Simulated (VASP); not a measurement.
# SnC$_{3}$ (ordered alloy on diamond lattice): a LDA single-point calculation in VASP

INCAR

```
GGA = CA
ISIF = 2
LELF = .TRUE.
PREC = Accurate
NSW = 0
ENCUT = 520
ISMEAR = -1
LREAL = .FALSE.
EDIFF = 1E-7
IBRION = -1
LCHARG = .TRUE.
LWAVE = .FALSE.
SIGMA = 0.02
NELM = 120
LASPH = .TRUE.
NBANDS = 21
```

KPOINTS

```
KPOINTS created by Atomic Simulation Environment
0
Gamma
10 10 10
0 0 0
```

KPOINTS_OPT

```
special points
10
Reciprocal
0.0000000000 0.0000000000 0.0000000000 1
0.5000000000 0.0000000000 0.0000000000 1
0.5000000000 0.1870694011 -0.1870694011 1
0.8129305989 0.5000000000 0.1870694011 1
0.5000000000 0.5000000000 0.5000000000 1
0.3435347005 0.0000000000 -0.3435347005 1
0.6564652995 0.3435347005 0.0000000000 1
0.5000000000 0.5000000000 0.0000000000 1
0.6564652995 0.6564652995 0.1870694011 1
0.0500000000 0.0500000000 0.0500000000 1
```

POSCAR

```
C  Sn
 1.0000000000000000
     1.5669476274422165    0.9046776345263666    5.1713512417610588
    -1.5669476274422165    0.9046776345263666    5.1713512417610588
     0.0000000000000000   -1.8093552690030599    5.1713512417697487
 C   Sn
   3   1
Cartesian
  1.5669476274422169  0.9046776345270751  5.3926209531412406
 -0.0000000000000000  0.0000000000237217  7.4087147374041917
  0.0000000000000000  0.0000000000190416  5.9470389174016391
  0.0000000000000001  0.0000000000434574 13.5725706546261602
```

VASP ran with the recommended LDA PAW datasets (26 valence electrons in the cell).

Command

```
mpirun -np 1 vasp_std
```

OSZICAR

```
N       E                     dE             d eps       ncg     rms          rms(c)
DAV:   1     0.195144174610E+03    0.19514E+03   -0.12736E+04  5141   0.176E+03
DAV:   2    -0.756807984253E+01   -0.20271E+03   -0.19202E+03  5202   0.449E+02
DAV:   3    -0.306240779052E+02   -0.23056E+02   -0.22587E+02  5939   0.117E+02
DAV:   4    -0.314230425690E+02   -0.79896E+00   -0.79663E+00  5921   0.221E+01
DAV:   5    -0.314395393715E+02   -0.16497E-01   -0.16492E-01  6310   0.342E+00    0.945E+00
DAV:   6    -0.287713336819E+02    0.26682E+01   -0.63135E+00  7670   0.250E+01    0.391E+00
DAV:   7    -0.287362733121E+02    0.35060E-01   -0.11899E+00  5722   0.614E+00    0.226E+00
DAV:   8    -0.286952886114E+02    0.40985E-01   -0.95016E-02  6635   0.238E+00    0.747E-01
DAV:   9    -0.286891083155E+02    0.61803E-02   -0.13960E-02  6053   0.798E-01    0.176E-01
DAV:  10    -0.286888272243E+02    0.28109E-03   -0.36677E-03  6753   0.470E-01    0.880E-02
DAV:  11    -0.286887856156E+02    0.41609E-04   -0.68606E-04  5635   0.161E-01    0.339E-02
DAV:  12    -0.286887877848E+02   -0.21691E-05   -0.57327E-05  6328   0.624E-02    0.163E-02
DAV:  13    -0.286887885007E+02   -0.71588E-06   -0.67867E-06  6363   0.209E-02    0.335E-03
DAV:  14    -0.286887883805E+02    0.12020E-06   -0.94219E-07  6125   0.709E-03    0.104E-03
DAV:  15    -0.286887883856E+02   -0.51668E-08   -0.11271E-07  3341   0.210E-03
   1 F= -.28688788E+02 E0= -.28688777E+02  d E =-.221794E-04
       N       E                     dE             ncg
DAV:   1     0.564103458798E+04   -0.64778E+04      430
DAV:   2     0.366672576658E+04   -0.19743E+04      430
DAV:   3     0.344856778711E+04   -0.21816E+03      493
DAV:   4     0.344021659443E+04   -0.83512E+01      532
DAV:   5     0.344004305263E+04   -0.17354E+00      522
DAV:   6     0.344003736319E+04   -0.56894E-02      538
DAV:   7     0.344003706952E+04   -0.29366E-03      597
DAV:   8     0.344003706838E+04   -0.11377E-05      527
DAV:   9     0.344003706837E+04   -0.18093E-07      407
```

From OUTCAR

```
k-points           NKPTS =    116   k-points in BZ     NKDIM =    116   number of bands    NBANDS=     21

   NELECT =      26.0000    total number of electrons

   dimension x,y,z NGX =    42 NGY =   42 NGZ =   42
   dimension x,y,z NGXF=    84 NGYF=   84 NGZF=   84

  energy-cutoff  :      520.00
  volume of cell :       43.98
      direct lattice vectors                 reciprocal lattice vectors
     1.566947627  0.904677635  5.171351242     0.319091711  0.184227685  0.064457686
    -1.566947627  0.904677635  5.171351242    -0.319091711  0.184227685  0.064457686
     0.000000000 -1.809355269  5.171351242     0.000000000 -0.368455371  0.064457686

 k-points in reciprocal lattice and weights: KPOINTS created by Atomic Simulation Env
   0.00000000  0.00000000  0.00000000       0.001
   0.10000000  0.00000000  0.00000000       0.006
   0.20000000  0.00000000  0.00000000       0.006
   0.30000000  0.00000000  0.00000000       0.006
   0.40000000  0.00000000 -0.00000000       0.006
   0.50000000  0.00000000 -0.00000000       0.003
   0.10000000  0.10000000  0.00000000       0.006
   0.20000000  0.10000000  0.00000000       0.012
   ...

 E-fermi :   9.2402

 k-point     1 :       0.0000    0.0000    0.0000
  band No.  band energies     occupation
      1     -12.9471      2.00000
      2     -12.9471      2.00000
      3     -12.9460      2.00000
      4     -12.6420      2.00000
      5     -12.6420      2.00000
      6      -8.3098      2.00000
      7      -3.7245      2.00000
      8      -2.2124      2.00000
      9       5.4253      2.00000
     10       5.4253      2.00000
     11       6.5999      2.00000
     12       9.1662      1.95164
     13       9.1662      1.95164
     14       9.3037      0.08017
     15      11.1197      0.00000
     16      12.4398      0.00000
     17      12.4398      0.00000
     18      14.2528      0.00000
     19      17.1656      0.00000
     20      17.1656      0.00000
     21      19.5033      0.00000

 k-point     2 :       0.1000    0.0000    0.0000
  band No.  band energies     occupation
      1     -12.9762      2.00000
      2     -12.9181      2.00000
      3     -12.9092      2.00000
      4     -12.6628      2.00000
      5     -12.6451      2.00000
      6      -8.1428      2.00000
      7      -3.6168      2.00000
      8      -2.0464      2.00000
      9       4.5458      2.00000
     10       5.2405      2.00000
     11       6.5964      2.00000
     12       8.1987      2.00000
     13       8.9035      2.00000
     14      10.1080      0.00000
     15      11.3153      0.00000
     16      12.2441      0.00000
     17      12.7493      0.00000
     18      14.7746      0.00000
     19      16.3470      0.00000
     20      17.4067      0.00000
     21      19.7706      0.00000

 k-point     3 :       0.2000    0.0000    0.0000
  band No.  band energies     occupation
      1     -13.0284      2.00000
      2     -12.8448      2.00000
      3     -12.8417      2.00000
      4     -12.7124      2.00000
      5     -12.6499      2.00000
      6      -7.6551      2.00000
      7      -3.2951      2.00000
      8      -1.6121      2.00000
      9       3.0680      2.00000
     10       4.8181      2.00000
     11       5.8735      2.00000
     12       6.8741      2.00000
     13       8.2735      2.00000
     14      10.5989      0.00000
     15      11.4629      0.00000
     16      12.7523      0.00000
     17      13.5216      0.00000
     18      14.9890      0.00000
     19      16.0453      0.00000
     20      17.8558      0.00000
     21      19.7242      0.00000

 k-point     4 :       0.3000    0.0000    0.0000
  band No.  band energies     occupation
      1     -13.0931      2.00000
      2     -12.8020      2.00000
      3     -12.7710      2.00000
      4     -12.7290      2.00000
      5     -12.6369      2.00000
      6      -6.8977      2.00000
      7      -2.8480      2.00000
      8      -1.1184      2.00000
      9       1.9067      2.00000
     10       4.3314      2.00000
     11       4.3819      2.00000
     12       5.6137      2.00000
     13       7.5861      2.00000
     14      10.5046      0.00000
     15      11.7605      0.00000
     16      13.6926      0.00000
     17      14.4127      0.00000
     18      14.6664      0.00000
     19      16.1408      0.00000
     20      18.0714      0.00000
     21      19.2622      0.00000

 k-point     5 :       0.4000    0.0000   -0.0000
  band No.  band energies     occupation
      1     -13.1461      2.00000
      2     -12.8364      2.00000
      3     -12.7440      2.00000
      4     -12.6751      2.00000
      5     -12.5918      2.00000
      6      -6.0183      2.00000
      7      -2.7497      2.00000
      8      -0.6489      2.00000
      9       1.7353      2.00000
     10       2.6099      2.00000
     11       4.0770      2.00000
     12       4.4637      2.00000
     13       7.0832      2.00000
     14      10.3688      0.00000
     15      12.1665      0.00000
     16      13.8824      0.00000
     17      14.7075      0.00000
     18      15.1078      0.00000
     19      15.8338      0.00000
     20      17.9913      0.00000
     21      19.0204      0.00000

 k-point     6 :       0.5000    0.0000   -0.0000
  band No.  band energies     occupation
      1     -13.1664      2.00000
      2     -12.8523      2.00000
      3     -12.7412      2.00000
      4     -12.6515      2.00000
      5     -12.5667      2.00000
      6      -5.5152      2.00000
      7      -3.0162      2.00000
      8      -0.0876      2.00000
      9       1.5089      2.00000
     10       2.1177      2.00000
     11       3.8175      2.00000
     12       3.9693      2.00000
     13       6.9009      2.00000
     14      10.3158      0.00000
     15      12.4216      0.00000
     16      13.6964      0.00000
     17      14.7840      0.00000
     18      15.3772      0.00000
     19      15.6907      0.00000
     20      17.9012      0.00000
     21      19.0257      0.00000

 k-point     7 :       0.1000    0.1000    0.0000
  band No.  band energies     occupation
      1     -12.9761      2.00000
      2     -12.9181      2.00000
      3     -12.9092      2.00000
      4     -12.6629      2.00000
      5     -12.6450      2.00000
      6      -8.1309      2.00000
      7      -3.7484      2.00000
      8      -1.8929      2.00000
      9       4.5815      2.00000
     10       5.2024      2.00000
     11       6.5381      2.00000
     12       8.0918      2.00000
     13       9.0372      1.99992
     14      10.0629      0.00000
     15      11.3286      0.00000
     16      12.4147      0.00000
     17      12.6192      0.00000
     18      14.7552      0.00000
     19      16.3472      0.00000
     20      17.4275      0.00000
     21      19.7748      0.00000

 k-point     8 :       0.2000    0.1000    0.0000
  band No.  band energies     occupation
      1     -13.0005      2.00000
      2     -12.9018      2.00000
      3     -12.8383      2.00000
      4     -12.6971      2.00000
      5     -12.6503      2.00000
      6      -7.7920      2.00000
      7      -3.6152      2.00000
      8      -1.4964      2.00000
      9       3.5733      2.00000
     10       4.7471      2.00000
     11       6.1089      2.00000
     12       7.3320      2.00000
     13       8.3084      2.00000
     14      10.7685      0.00000
     15      11.4535      0.00000
     16      12.4116      0.00000
     17      13.1644      0.00000
     18      15.4469      0.00000
     19      15.8144      0.00000
     20      17.4677      0.00000
     21      19.9258      0.00000

 k-point     9 :       0.3000    0.1000   -0.0000
  band No.  band energies     occupation
      1     -13.0472      2.00000
      2     -12.8470      2.00000
      3     -12.7711      2.00000
      4     -12.7359      2.00000
      5     -12.6475      2.00000
      6      -7.1582      2.00000
      7      -3.2353      2.00000
      8      -1.0188      2.00000
      9       2.4121      2.00000
     10       4.0395      2.00000
     11       5.2492      2.00000
     12       6.0878      2.00000
     13       7.4486      2.00000
     14      11.0169      0.00000
     15      11.6862      0.00000
     16      13.0503      0.00000
     17      13.7550      0.00000
     18      15.4839      0.00000
     19      16.3402      0.00000
     20      17.2696      0.00000
     21      19.2212      0.00000

 ...

  Total       -1.9200087     -1.9200087     -1.7168793      0.0000000      0.0000000      0.0000000
  in kB      -69.9375098    -69.9375098    -62.5383951      0.0000000      0.0000000      0.0000000
  external PRESSURE =     -67.4711382 kB  Pullay stress =       0.0000000 kB

 POSITION                                       TOTAL-FORCE (eV/Angst)
 -----------------------------------------------------------------------------------
      0.00000      0.00000      0.22127         0.000000      0.000000      0.177220
      0.00000      0.00000      7.40871         0.000000     -0.000000     -0.153815
      0.00000      0.00000      5.94704         0.000000     -0.000000     -0.050254
      0.00000      0.00000     13.57257         0.000000      0.000000      0.026849
 -----------------------------------------------------------------------------------
    total drift:                                0.000000      0.000000      0.000250

  FREE ENERGIE OF THE ION-ELECTRON SYSTEM (eV)
  ---------------------------------------------------
  free  energy   TOTEN  =       -28.6887883856 eV

  energy  without entropy=      -28.6887662062  energy(sigma->0) =      -28.68877730
```

| Item | Value |
| --- | --- |
| gap between bands v and c | 0.14 eV |
| least direct gap | 0.14 eV |
| pressure | -6.7 GPa |
| largest force | 0.18 eV/Å |

Band v is the last that the valence electrons fill when counted band by band, and c is the next.

The run took about 2.1 min on one core of a shared host (Intel Xeon 6975P-C) and held 0.32 GiB at most.
